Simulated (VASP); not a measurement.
Given:

```yaml
crystal:
  lattice:
    - [0.00000, 2.87638, 2.87638]
    - [2.87638, 0.00000, 2.87638]
    - [2.87638, 2.87638, 0.00000]
  atoms:
    - { symbol: Ge, position: [0.00000, 0.00000, 0.00000] }
    - { symbol: Ge, position: [0.25000, 0.25000, 0.25000] }
```

All values below come from TPSS meta-GGA, VASP's PBE PAW potentials (set 64) (plane waves; VASP 6.6.1). Settings: 520 eV cut-off, 8×8×8 Γ-centred mesh, Gaussian smearing of 0.050 eV, potentials Ge_d.

**Question.** Give the stress tensor in GPa (positive for a compressed cell).

**Answer.** 
```
-3.70   0.00   0.00
 0.00  -3.70   0.00
 0.00   0.00  -3.70
```
The pressure is its mean diagonal, -3.70 GPa.

The compound is Ge in the diamond structure. This cell is one point of a volume scan, at 1.06 of the reference volume.
